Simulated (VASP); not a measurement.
## Al32C (a cell with a defect): single point with LDA

Al32C (a cell with a defect):

```xyz
33
Lattice="8.1000 0.0000 0.0000 0.0000 8.1000 0.0000 0.0000 0.0000 8.1000" Properties=species:S:1:pos:R:3 pbc="T T T"
Al    4.0519    0.0868   -0.0006
Al    6.0969    2.0254   -0.0002
Al    6.1114    0.0370    2.0620
Al   -0.0011    0.0213   -0.0002
Al    2.0040    2.0254   -0.0001
Al    4.0518    3.9627   -0.0006
Al    6.1629    6.0744   -0.0006
Al    1.9909    0.0337    2.0587
Al    4.0505    2.0254    2.0463
Al    6.1124    4.0123    2.0630
Al    4.0505    0.0213    4.0504
Al    6.0666    2.0245    4.0495
Al    6.1124    0.0380    6.0372
Al   -0.0011    4.0284   -0.0002
Al    1.9387    6.0744   -0.0007
Al    0.0016    2.0245    2.0148
Al    1.9898    4.0155    2.0599
Al    4.0519    6.0744    2.1118
Al    0.0016   -0.0102    4.0495
Al    2.0362    2.0245    4.0494
Al    4.0505    4.0284    4.0504
Al    6.0969    6.0748    4.0504
Al    1.9898    0.0349    6.0405
Al    4.0505    2.0254    6.0534
Al    6.1134    4.0113    6.0363
Al   -0.0011    6.0748    2.0463
Al    0.0015    4.0593    4.0495
Al    2.0040    6.0749    4.0504
Al    0.0015    2.0245    6.0843
Al    1.9888    4.0143    6.0393
Al    4.0518    6.0744    5.9876
Al   -0.0011    6.0748    6.0534
C     4.0515    6.0745   -0.0005
```

The cell was built by a generator and needn't be a form met in nature.

```
Program                : VASP 6.6.1
Task                   : single point
Functional             : LDA
Potentials or basis    : VASP PAW LDA potentials, release 64 (Al, C)
Cutoff                 : 520 eV
k mesh                 : 2 × 2 × 2
Occupations            : gaussian, width 0.15 eV
Spin                   : no spin polarisation
Dipole correction      : no
Further INCAR settings : LREAL = Auto; ALGO = Fast; EDIFF = 1e-06; NBANDS = 72
```

* Pressure: -3.7 GPa
* Largest force: 0.017 eV/Å
* Band gap on the k mesh: none (metal or under the smearing width)

Forces in eV/Å, atoms in the order of the input:
```
Al  -0.003  0.006  0.001
Al   0.002 -0.002  0.001
Al   0.004  0.001  0.001
Al   0.004  0.000  0.000
Al   0.000 -0.001  0.000
Al  -0.003 -0.006  0.001
Al   0.008  0.001  0.001
Al  -0.008  0.011  0.011
Al  -0.001 -0.002  0.001
Al   0.002  0.001 -0.003
Al  -0.001  0.001 -0.002
Al  -0.005  0.000  0.000
Al   0.002 -0.003  0.001
Al   0.005 -0.001  0.001
Al  -0.005  0.001  0.001
Al   0.001  0.000 -0.003
Al  -0.005 -0.009  0.007
Al  -0.003  0.001  0.006
Al   0.001 -0.003  0.000
Al   0.002 -0.001 -0.001
Al  -0.002 -0.001 -0.002
Al   0.002  0.001 -0.002
Al  -0.005  0.007 -0.009
Al  -0.002 -0.002 -0.001
Al  -0.003  0.004  0.004
Al   0.004  0.000  0.000
Al   0.001  0.004  0.000
Al   0.000  0.000 -0.001
Al   0.001  0.000  0.004
Al  -0.002 -0.006 -0.006
Al  -0.003  0.001 -0.006
Al   0.005  0.001 -0.001
C    0.007 -0.002 -0.002
```

Levels at points of the mesh, in eV from the Fermi level:
| k point | band 47 | band 48 | band 49 | band 50 | band 51 | band 52 | band 53 | band 54 |
| --- | --- | --- | --- | --- | --- | --- | --- | --- |
| (0.00, 0.00, 0.00) | 0.31 | 0.31 | 0.35 | 0.35 | 0.35 | 0.41 | 0.41 | 0.41 |
| (0.50, 0.00, 0.00) | -0.18 | -0.17 | -0.17 | -0.12 | -0.11 | -0.06 | 0.45 | 0.49 |
| (0.00, 0.50, 0.00) | -0.18 | -0.17 | -0.17 | -0.12 | -0.11 | -0.06 | 0.45 | 0.49 |
| (0.50, 0.50, 0.00) | -0.62 | -0.31 | 0.23 | 0.23 | 0.25 | 0.57 | 1.00 | 1.00 |
| (0.00, 0.50, 0.50) | -0.62 | -0.31 | 0.23 | 0.23 | 0.25 | 0.57 | 1.00 | 1.00 |
| (0.50, 0.50, 0.50) | -0.58 | -0.55 | -0.55 | -0.54 | -0.54 | -0.54 | -0.48 | -0.47 |

Run time: 4.6 min on 1 thread of Intel(R) Xeon(R) Platinum 8259CL CPU @ 2.50GHz (Skylake/Cascade Lake) (shared host), peak memory 0.41 GiB.

Caveat: the k mesh is coarse (spacing up to 0.39 Å⁻¹), so the values aren't converged.
